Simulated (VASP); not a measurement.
Calculation: PBEsol GGA, VASP's PBE PAW potentials (set 64) (plane waves; VASP).

Input for VASP

File KPOINTS:
```
k-points along high-symmetry lines
15
Line-mode
Reciprocal
  0.000000   0.000000   0.000000 ! GAMMA
  0.500000   0.000000   0.500000 ! X

  0.500000   0.000000   0.500000 ! X
  0.625000   0.250000   0.625000 ! U

  0.375000   0.375000   0.750000 ! K
  0.000000   0.000000   0.000000 ! GAMMA

  0.000000   0.000000   0.000000 ! GAMMA
  0.500000   0.500000   0.500000 ! L

  0.500000   0.500000   0.500000 ! L
  0.500000   0.250000   0.750000 ! W

  0.500000   0.250000   0.750000 ! W
  0.500000   0.000000   0.500000 ! X
```

INCAR:
```
SYSTEM=PbSe
PREC=Accurate; ENCUT=400; LREAL=.FALSE.
LASPH=.TRUE.; ICHARG=11
EDIFF=1E-7; NELM=100; ALGO=Normal
LMAXMIX=4
ISMEAR=0; SIGMA=0.05
GGA=PS
LWAVE=.FALSE.; LCHARG=.FALSE.; LORBIT=11
```

POSCAR:
```
PbSe
1.0
  0.0000000000   3.0499186252   3.0499186252
  3.0499186252   0.0000000000   3.0499186252
  3.0499186252   3.0499186252   0.0000000000
Pb Se
1 1
direct
  0.0000000000   0.0000000000   0.0000000000
  0.5000000000   0.5000000000   0.5000000000
```

POTCAR, in this order: Pb_d Se (PBE.64 set). Program: vasp_std. Read from the step before: CHGCAR.

The resulting files:

OUTCAR:
```
 ion  position               nearest neighbor table
   1  0.000  0.000  0.000-   2 3.05   2 3.05   2 3.05   2 3.05   2 3.05   2 3.05
   2  0.500  0.500  0.500-   1 3.05   1 3.05   1 3.05   1 3.05   1 3.05   1 3.05
  LATTYP: Found a face centered cubic cell.
 ALAT       =     6.0998372504
 Subroutine PRICEL returns:
 Original cell was already a primitive cell.
 Subroutine GETGRP returns: Found 48 space group operations
The static configuration has the point symmetry O_h .
The dynamic configuration has the point symmetry O_h .
 Subroutine INISYM returns: Found 48 space group operations
   k-points           NKPTS =     90   k-points in BZ     NKDIM =     90   number of bands    NBANDS=     14
   number of dos      NEDOS =    301   number of ions     NIONS =      2
   total plane-waves  NPLWV =  21952
   dimension x,y,z NGX =    28 NGY =   28 NGZ =   28
   dimension x,y,z NGXF=    56 NGYF=   56 NGZF=   56
   ions per type =               1   1
   PREC   = accura    normal or accurate (medium, high low for compatibility)
   ISTART =      0    job   : 0-new  1-cont  2-samecut
   ICHARG =     11    charge: 1-file 2-atom 10-const
   ISPIN  =      1    spin polarized calculation?
   LNONCOLLINEAR =      F non collinear calculations
   LSORBIT =      F    spin-orbit coupling
   INIWAV =      1    electr: 0-lowe 1-rand  2-diag
   ENCUT  =  400.0 eV  29.40 Ry    5.42 a.u.   7.03  7.03  7.03*2*pi/ulx,y,z
...
```

File OSZICAR:
```
       N       E                     dE             d eps       ncg     rms          rms(c)
DAV:   1     0.143607044366E+03    0.14361E+03   -0.83988E+03  2542   0.120E+03
DAV:   2     0.116157087015E+01   -0.14245E+03   -0.13959E+03  2688   0.322E+02
DAV:   3    -0.926881261936E+01   -0.10430E+02   -0.10245E+02  3366   0.941E+01
DAV:   4    -0.948502673337E+01   -0.21621E+00   -0.21609E+00  2772   0.166E+01
DAV:   5    -0.949232134238E+01   -0.72946E-02   -0.72945E-02  3430   0.284E+00
DAV:   6    -0.949275516120E+01   -0.43382E-03   -0.43382E-03  3370   0.597E-01
DAV:   7    -0.949275813053E+01   -0.29693E-05   -0.29690E-05  3506   0.470E-02
DAV:   8    -0.949275817997E+01   -0.49441E-07   -0.49698E-07  3156   0.681E-03
   1 F= -.94927582E+01 E0= -.94927193E+01  d E =-.777236E-04
```

File OUTCAR:
```
 val. band max:        5.0505282226   @ k =   0.5000   0.5000   0.5000

 cond. band min:       5.2172852626   @ k =   0.5000   0.5000   0.5000



 k-point     1 :       0.0000    0.0000    0.0000
  band No.  band energies     occupation
      1     -11.7218      2.00000
      2     -11.7218      2.00000
      3     -11.7218      2.00000
      4     -11.7207      2.00000
      5     -11.7207      2.00000
      6      -8.6550      2.00000
      7      -1.2729      2.00000
      8       3.1235      2.00000
      9       3.1235      2.00000
     10       3.1235      2.00000
     11       9.7420      0.00000
     12       9.7420      0.00000
     13       9.7420      0.00000
     14      11.4673      0.00000

 k-point     2 :       0.0357    0.0000    0.0357
  band No.  band energies     occupation
      1     -11.7221      2.00000
      2     -11.7216      2.00000
      3     -11.7213      2.00000
      4     -11.7213      2.00000
      5     -11.7205      2.00000
      6      -8.6416      2.00000
      7      -1.3207      2.00000
      8       3.1032      2.00000
      9       3.1032      2.00000
     10       3.2067      2.00000
     11       9.4535      0.00000
     12       9.7136      0.00000
     13       9.7136      0.00000
     14      11.3261      0.00000

 k-point     3 :       0.0714    0.0000    0.0714
  band No.  band energies     occupation
      1     -11.7241      2.00000
      2     -11.7228      2.00000
      3     -11.7198      2.00000
      4     -11.7196      2.00000
      5     -11.7196      2.00000
      6      -8.6013      2.00000
      7      -1.4511      2.00000
      8       3.0441      2.00000
      9       3.0441      2.00000
     10       3.4373      2.00000
     11       8.7867      0.00000
     12       9.6518      0.00000
     13       9.6518      0.00000
     14      11.0165      0.00000

 k-point     4 :       0.1071    0.0000    0.1071
  band No.  band energies     occupation
      1     -11.7286      2.00000
...
```

The density is held fixed in this step, so its total energy and stress have no physical meaning. Unless said otherwise, spin-orbit coupling is left out, though it shifts the bands of the heavy elements here.

The structure comes from a measured PbSe entry (Fm-3m) of the Crystallography Open Database, whose conditions weren't checked. It was relaxed first.
